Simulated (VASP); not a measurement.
Be: equilibrium volume by level of theory

The structure is hexagonal, space group P6_3/mmc (No. 194). The conventional cell has a = 2.286 Å, b = 2.286 Å, c = 3.584 Å, α = 90.00°, β = 90.00°, γ = 120.00°. Be (site symmetry -6m2) is surrounded by 12 Be at 2.23 to 2.29 Å.

| rung | level | program and potentials | cutoff (eV) | k mesh | smearing | equilibrium volume (Å³/atom) | notes |
| --- | --- | --- | --- | --- | --- | --- | --- |
| LDA | LDA | VASP, LDA PAW files Be, 600 eV | 600 | 21 × 21 × 12 | gaussian 0.1 | 7.57 | - |
| GGA | PBE | VASP, PBE PAW files Be, 600 eV | 600 | 21 × 21 × 12 | gaussian 0.1 | 7.91 | - |
| GGA + dispersion | PBE+D3(BJ) | VASP, PBE PAW files Be, 600 eV | 600 | 21 × 21 × 12 | gaussian 0.1 | 7.44 | - |
| GGA | PBEsol | VASP, PBE PAW files Be, 480 eV | 480 | 21 × 21 × 12 | gaussian 0.1 | 7.85 | potentials made for PBE |
| GGA | PBEsol | VASP, PBE PAW files Be, 580 eV | 580 | 21 × 21 × 12 | gaussian 0.1 | 7.85 | potentials made for PBE |
| GGA | PBEsol | VASP, PBE PAW files Be, 600 eV | 600 | 21 × 21 × 12 | gaussian 0.1 | 7.85 | potentials made for PBE |
| GGA | PBEsol | VASP, PBE PAW files Be, 600 eV | 600 | 9 × 9 × 4 | gaussian 0.1 | 7.86 | coarse mesh; potentials made for PBE |
| GGA | RPBE | VASP, PBE PAW files Be, 600 eV | 600 | 21 × 21 × 12 | gaussian 0.1 | 8.12 | potentials made for PBE |

Task: relaxation of cell and atoms. All rows: no spin polarisation. Smearing widths are in eV. For a metal such meshes aren't converged. Meshes differ between rows, which moves values too. Meshes are those of the run's cell of 2 atoms unless a note names another. Relaxations start from the cell shown or near it and stop with a little pressure left. Runs on faulty files, with rough fits or with known faults for this quantity aren't shown. No row holds spin-orbit coupling.

By rung: LDA 7.57; GGA 7.85 to 8.12; GGA + dispersion 7.44; GGA on coarse meshes 7.86 (Å³/atom).
